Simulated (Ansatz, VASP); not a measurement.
# Cross-check of InP between VASP and Ansatz

One calculation is typed for both programs; each brings its own data sets. How far apart do they land? The cell is taken from a series of runs on this material, whose earlier steps may have relaxed, scaled, displaced or heated it; both programs get it as it stands.

Main program and level: Ansatz 0.2.0; plane waves, with VASP 6.6.1 beside it; G0W0 gap at PBE0 form with 60 % exact exchange with an exact-exchange share of 0.6.

### 1. The structure

It takes space group F-43m (No. 216, cubic). The conventional cell has a = 5.869 Å, b = 5.869 Å, c = 5.869 Å, α = 90.00°, β = 90.00°, γ = 90.00°. Nearest to In lie 4 P at 2.54 Å. Nearest to P lie 4 In at 2.54 Å. Farther neighbours are not listed.

As a file:

```xyz
2
Lattice="0.0000 2.9343 2.9343 2.9343 0.0000 2.9343 2.9343 2.9343 0.0000" Properties=species:S:1:pos:R:3 pbc="T T T"
In    0.0000    0.0000    0.0000
P     1.4672    1.4672    1.4672
```

### 2. VASP: G0W0 gap, PBE0 form with 60 % exact exchange with an exact-exchange share of 0.6

Quasiparticle shifts depend on high empty states and on the cores, so they are the hardest test of two PAW sets.

Lines of VASP's logs that name or quote its potential files are left out, and so is its time.

The run reads the wave functions of an earlier VASP run, which isn't shown here.

INCAR

```
SYSTEM = InP
PREC = Accurate
ENCUT = 300
ISMEAR = 0
SIGMA = 0.01
LREAL = .FALSE.
LHFCALC = .TRUE.
AEXX = 0.6
GGA = PE
LASPH = .TRUE.
NBANDS = 224
PRECFOCK = Fast
ALGO = EVGW0
NELMGW = 1
ENCUTGW = 150
NOMEGA = 64
NBANDSGW = 24
LWAVE = .FALSE.
LCHARG = .FALSE.
```

POSCAR

```
InP
1.0
    0.0000000000      2.9343500000      2.9343500000
    2.9343500000      0.0000000000      2.9343500000
    2.9343500000      2.9343500000      0.0000000000
In P
1 1
Direct
    0.0000000000      0.0000000000      0.0000000000
    0.2500000000      0.2500000000      0.2500000000
```

KPOINTS

```
Automatic mesh
0
Gamma
6 6 6
0 0 0
```

The projector-augmented-wave data sets are In_d_GW and P_GW (PBE family, release 64).

Run with:

```
> mpirun -np 8 vasp_std
```

Numbers of over 12 decimals in the logs are rounded to 6 here.

The log of the run:

```text
[banner, memory and clock lines left out]
running    8 mpi-ranks, on    1 nodes
 distrk:  each k-point on    8 cores,    1 groups
 distr:  one band on    1 cores,    8 groups

 POSCAR found type information on POSCAR InP
 POSCAR found :  2 types and       2 ions
|                                                                             |
|           W    W    AA    RRRRR   N    N  II  N    N   GGGG   !!!           |
|           W    W   A  A   R    R  NN   N  II  NN   N  G    G  !!!           |
|           W    W  A    A  R    R  N N  N  II  N N  N  G       !!!           |
|           W WW W  AAAAAA  RRRRR   N  N N  II  N  N N  G  GGG   !            |
|           WW  WW  A    A  R   R   N   NN  II  N   NN  G    G                |
|           W    W  A    A  R    R  N    N  II  N    N   GGGG   !!!           |
|                                                                             |
|     For optimal performance we recommend to set                             |
|       NCORE = 2 up to number-of-cores-per-socket                            |
|     NCORE specifies how many cores store one orbital (NPAR=cpu/NCORE).      |
|     This setting can greatly improve the performance of VASP for DFT.       |
|     The default, NCORE=1 might be grossly inefficient on modern             |
|     multi-core architectures or massively parallel machines. Do your        |
|     Unfortunately you need to use the default for GW and RPA                |
|     calculations (for HF NCORE is supported but not extensively tested      |
|     yet).                                                                   |
|                                                                             |

|                                                                             |
|           W    W    AA    RRRRR   N    N  II  N    N   GGGG   !!!           |
|           W    W   A  A   R    R  NN   N  II  NN   N  G    G  !!!           |
|           W    W  A    A  R    R  N N  N  II  N N  N  G       !!!           |
|           W WW W  AAAAAA  RRRRR   N  N N  II  N  N N  G  GGG   !            |
|           WW  WW  A    A  R   R   N   NN  II  N   NN  G    G                |
|           W    W  A    A  R    R  N    N  II  N    N   GGGG   !!!           |
|                                                                             |
|     The default for ENCUTGWSOFT is different in this version of VASP.       |
|     please manually set ENCUTGWSOFT =150 in the INCAR file.                 |
|                                                                             |

 LDA part: xc-table for (Slater+PW92), standard interpolation
 found WAVECAR, reading the header
 POSCAR, INCAR and KPOINTS ok, starting setup
 FFT: planning ... GRIDC
 FFT: planning ... GRID_SOFT
 FFT: planning ... GRID
 reading WAVECAR
 the WAVECAR file was read successfully
 initial charge from wavefunction
 available memory per node:     29.24 GB, setting MAXMEM to     29942

 The Fermi energy was updated, please check that it is located mid-gap
 values below the HOMO (VB) or above the LUMO (CB) will cause erroneous energies
 E-fermi :   4.0988

 calculate exact exchange contribution
 the WAVEDER file was read successfully
energies w=
    0.000    0.000    0.492    0.000    0.982    0.000    1.471    0.000
    1.956    0.000    2.437    0.000    2.913    0.000    3.384    0.000
    3.849    0.000    4.308    0.000    4.760    0.000    5.206    0.000
    5.646    0.000    6.080    0.000    6.508    0.000    6.932    0.000
    7.351    0.000    7.766    0.000    8.178    0.000    8.588    0.000
    8.996    0.000    9.404    0.000    9.812    0.000   10.221    0.000
   10.633    0.000   11.047    0.000   11.466    0.000   11.891    0.000
   12.322    0.000   12.762    0.000   13.212    0.000   13.673    0.000
   14.148    0.000   14.637    0.000   15.145    0.000   15.673    0.000
   16.224    0.000   16.800    0.000   17.407    0.000   18.048    0.000
   18.728    0.000   19.453    0.000   20.229    0.000   21.063    0.000
   21.967    0.000   22.951    0.000   24.028    0.000   25.215    0.000
   26.532    0.000   28.006    0.000   29.668    0.000   31.560    0.000
   33.736    0.000   36.269    0.000   39.255    0.000   42.830    0.000
   47.188    0.000   52.618    0.000   59.566    0.000   68.764    0.000
   81.500    0.000  100.268    0.000  130.621    0.000  187.915    0.000
 responsefunction array rank=     224
 LDA part: xc-table for (Slater+PW92), standard interpolation

 min. memory requirement per mpi rank    306.9 MB, per node   2455.6 MB

 allocating   8 responsefunctions rank=   224
 shmem allocating  64 responsefunctions rank=   224
 response function shared by NCSHMEM nodes    1
 Doing            8  frequencies on each core in blocks of           64
NQ=   1    0.0000    0.0000    0.0000,
|.........|.........|.........|.........|.........|.........|.........|.........
 performed       1007000 updates of chi_q(r,r)
 total number of BLAS operations        264.17 Gflops
NQ=   2    0.1667    0.0000    0.0000,
|.........|.........|.........|.........|.........|.........|.........|.........
 performed       2746000 updates of chi_q(r,r)
 total number of BLAS operations        848.85 Gflops
NQ=   3    0.3333    0.0000    0.0000,
|.........|.........|.........|.........|.........|.........|.........|.........
 performed       4485000 updates of chi_q(r,r)
 total number of BLAS operations       1433.53 Gflops
NQ=   4    0.5000    0.0000    0.0000,
|.........|.........|.........|.........|.........|.........|.........|.........
 performed       5966000 updates of chi_q(r,r)
 total number of BLAS operations       1956.05 Gflops
NQ=   5    0.1667    0.1667    0.0000,
|.........|.........|.........|.........|.........|.........|.........|.........
 performed       7705000 updates of chi_q(r,r)
 total number of BLAS operations       2523.74 Gflops
NQ=   6    0.3333    0.1667    0.0000,
|.........|.........|.........|.........|.........|.........|.........|.........
 performed      10368000 updates of chi_q(r,r)
 total number of BLAS operations       3499.66 Gflops
NQ=   7    0.5000    0.1667    0.0000,
|.........|.........|.........|.........|.........|.........|.........|.........
 performed      13031000 updates of chi_q(r,r)
 total number of BLAS operations       4503.13 Gflops
NQ=   8   -0.3333    0.1667    0.0000,
|.........|.........|.........|.........|.........|.........|.........|.........
 performed      15694000 updates of chi_q(r,r)
 total number of BLAS operations       5451.87 Gflops
NQ=   9   -0.1667    0.1667    0.0000,
|.........|.........|.........|.........|.........|.........|.........|.........
 performed      18013000 updates of chi_q(r,r)
 total number of BLAS operations       6254.75 Gflops
NQ=  10    0.3333    0.3333    0.0000,
|.........|.........|.........|.........|.........|.........|.........|.........
 performed      19752000 updates of chi_q(r,r)
 total number of BLAS operations       6915.93 Gflops
NQ=  11    0.5000    0.3333    0.0000,
|.........|.........|.........|.........|.........|.........|.........|.........
 performed      22415000 updates of chi_q(r,r)
 total number of BLAS operations       7846.78 Gflops
NQ=  12   -0.3333    0.3333    0.0000,
|.........|.........|.........|.........|.........|.........|.........|.........
 performed      24734000 updates of chi_q(r,r)
 total number of BLAS operations       8744.97 Gflops
NQ=  13    0.5000    0.5000    0.0000,
|.........|.........|.........|.........|.........|.........|.........|.........
 performed      26064000 updates of chi_q(r,r)
 total number of BLAS operations       9269.55 Gflops
NQ=  14    0.5000    0.3333    0.1667,
|.........|.........|.........|.........|.........|.........|.........|.........
 performed      29050000 updates of chi_q(r,r)
 total number of BLAS operations      10323.12 Gflops
NQ=  15   -0.3333    0.3333    0.1667,
|.........|.........|.........|.........|.........|.........|.........|.........
 performed      31864000 updates of chi_q(r,r)
 total number of BLAS operations      11335.01 Gflops
NQ=  16   -0.3333    0.5000    0.1667,
|.........|.........|.........|.........|.........|.........|.........|.........
 performed      34194000 updates of chi_q(r,r)
 total number of BLAS operations      12141.60 Gflops
 resolving degeneracies of screened two electron integrals

 calculate QP shifts <psi_nk| G(iteration)W_0 |psi_nk>: iteration 1
 entering main loop
```

Parts of OUTCAR (step 2):

```text
ion  position               nearest neighbor table
   1  0.000  0.000  0.000-   2 2.54   2 2.54   2 2.54   2 2.54
   2  0.250  0.250  0.250-   1 2.54   1 2.54   1 2.54   1 2.54

  LATTYP: Found a face centered cubic cell.
 ALAT       =     5.8687000000

 Subroutine GETGRP returns: Found 24 space group operations
 (whereof 24 operations were pure point group operations)

The static configuration has the point symmetry T_d .

 Found     16 irreducible k-points:

   k-points           NKPTS =     16   k-points in BZ     NKDIM =    216   number of bands    NBANDS=    224

   dimension x,y,z NGX =    24 NGY =   24 NGZ =   24
   dimension x,y,z NGXF=    48 NGYF=   48 NGZF=   48

   ENCUT  =  300.0 eV  22.05 Ry    4.70 a.u.   5.86  5.86  5.86*2*pi/ulx,y,z

   NELECT =      18.0000    total number of electrons

  energy-cutoff  :      300.00
  volume of cell :       50.53
      direct lattice vectors                 reciprocal lattice vectors
     0.000000000  2.934350000  2.934350000    -0.170395488  0.170395488  0.170395488
     2.934350000  0.000000000  2.934350000     0.170395488 -0.170395488  0.170395488
     2.934350000  2.934350000  0.000000000     0.170395488  0.170395488 -0.170395488

 k-points in reciprocal lattice and weights: Automatic mesh
   0.00000000  0.00000000  0.00000000       0.005
   0.16666667  0.00000000  0.00000000       0.037
   0.33333333  0.00000000  0.00000000       0.037
   0.50000000  0.00000000  0.00000000       0.019
   0.16666667  0.16666667  0.00000000       0.028
   0.33333333  0.16666667  0.00000000       0.111
   0.50000000  0.16666667  0.00000000       0.111
  -0.33333333  0.16666667  0.00000000       0.111
  -0.16666667  0.16666667  0.00000000       0.056
[...]
-0.33333333  0.33333333  0.16666667       0.111
  -0.33333333  0.50000000  0.16666667       0.056

 E-fermi :   4.0988

 QP shifts <psi_nk| G(iteration)W_0 |psi_nk>: iteration 1
 for sc-GW calculations column KS-energies equals QP-energies in previous step
 and V_xc(KS)=  KS-energies - (<T + V_ion + V_H > + <T+V_H+V_ion>^1  + <V_x>^1)
 k-point   1 :       0.0000    0.0000    0.0000
  band No.  KS-energies  QP-energies   sigma(KS)   V_xc(KS)     V^pw_x(r,r')   Z            occupation Imag(sigma)
    ...
      6     -12.5912     -10.0252     -12.8703     -16.2708     -18.2197       0.7546       2.0000       0.7000
      7       1.9386       2.7727     -13.1480     -14.1450     -14.0894       0.8366       2.0000       0.0327
      8       1.9386       2.7727     -13.1480     -14.1450     -14.0894       0.8366       2.0000       0.0327
      9       1.9386       2.7727     -13.1480     -14.1450     -14.0894       0.8366       2.0000       0.0327
     10       6.2589       5.3296      -9.8817      -8.7850      -6.2676       0.8474       0.0000      -0.0174
     11       9.8162       8.8534      -9.1047      -7.9635      -5.2788       0.8437       0.0000      -0.0266
     12       9.8162       8.8534      -9.1047      -7.9635      -5.2788       0.8437       0.0000      -0.0266
     13       9.8162       8.8534      -9.1047      -7.9635      -5.2788       0.8437       0.0000      -0.0266
    ...

 k-point   2 :       0.1667    0.0000    0.0000
  band No.  KS-energies  QP-energies   sigma(KS)   V_xc(KS)     V^pw_x(r,r')   Z            occupation Imag(sigma)
    ...
      6     -12.2147      -9.6834     -12.9747     -16.3310     -18.2363       0.7542       2.0000       0.6644
      7      -0.5026       0.4690     -12.5935     -13.7717     -13.9008       0.8247       2.0000       0.0399
      8       1.5767       2.4322     -13.0079     -14.0310     -14.0102       0.8362       2.0000       0.0322
      9       1.5767       2.4322     -13.0079     -14.0310     -14.0102       0.8362       2.0000       0.0322
     10       7.3687       6.4253      -9.7682      -8.6512      -6.0903       0.8446       0.0000      -0.0193
     11      10.2371       9.2143      -9.2770      -8.0539      -5.3252       0.8362       0.0000      -0.0304
     12      10.3438       9.3434      -9.1851      -7.9914      -5.2539       0.8381       0.0000      -0.0285
     13      10.3438       9.3434      -9.1851      -7.9914      -5.2539       0.8381       0.0000      -0.0285
    ...

 k-point   3 :       0.3333    0.0000    0.0000
  band No.  KS-energies  QP-energies   sigma(KS)   V_xc(KS)     V^pw_x(r,r')   Z            occupation Imag(sigma)
    ...
      6     -11.2398      -8.7845     -13.2818     -16.5243     -18.3219       0.7572       2.0000       0.5738
      7      -3.6280      -2.3371     -12.2166     -13.8288     -14.3961       0.8007       2.0000       0.0609
      8       0.9859       1.8832     -12.8497     -13.9267     -13.9782       0.8331       2.0000       0.0320
      9       0.9859       1.8832     -12.8497     -13.9267     -13.9782       0.8331       2.0000       0.0320
     10       7.2049       6.2926      -9.4642      -8.3884      -5.8284       0.8480       0.0000      -0.0174
     11      10.6870       9.6774      -8.9032      -7.6977      -4.9461       0.8375       0.0000      -0.0320
     12      10.6870       9.6774      -8.9032      -7.6977      -4.9461       0.8375       0.0000      -0.0320
     13      12.3048      11.0850      -8.6946      -7.2060      -4.2713       0.8195       0.0000      -0.0530
    ...

 k-point   4 :       0.5000    0.0000    0.0000
  band No.  KS-energies  QP-energies   sigma(KS)   V_xc(KS)     V^pw_x(r,r')   Z            occupation Imag(sigma)
    ...
      6     -10.5191      -8.1173     -13.6169     -16.7851     -18.5132       0.7581       2.0000       0.5121
      7      -5.1187      -3.6902     -11.8546     -13.6831     -14.4432       0.7812       2.0000       0.0799
      8       0.7377       1.6536     -12.7999     -13.9008     -13.9855       0.8319       2.0000       0.0322
      9       0.7377       1.6536     -12.7999     -13.9008     -13.9855       0.8319       2.0000       0.0322
     10       7.0180       6.1208      -9.4707      -8.4136      -5.8692       0.8487       0.0000      -0.0163
     11      10.5694       9.5797      -8.7153      -7.5368      -4.8108       0.8398       0.0000      -0.0326
     12      10.5694       9.5797      -8.7153      -7.5368      -4.8108       0.8398       0.0000      -0.0326
     13      12.9703      11.7426      -7.3131      -5.8173      -2.8934       0.8207       0.0000      -0.0628
    ...

[... 4 further parts left out ...]
```

[end of part 1 of 2]

[Lines on the potential files, build, host, timing and source positions are cut from VASP's logs without a mark.]

[Logs are printed without paths, hosts, clocks, repeated set-up lines and the standing remarks that a program may print on its own settings, such as how far it seeks lower states.]

[Hosts, paths, dates, database ids (printed as entryN), source tags and the programs' standing remarks are cut or masked in the printed files.]
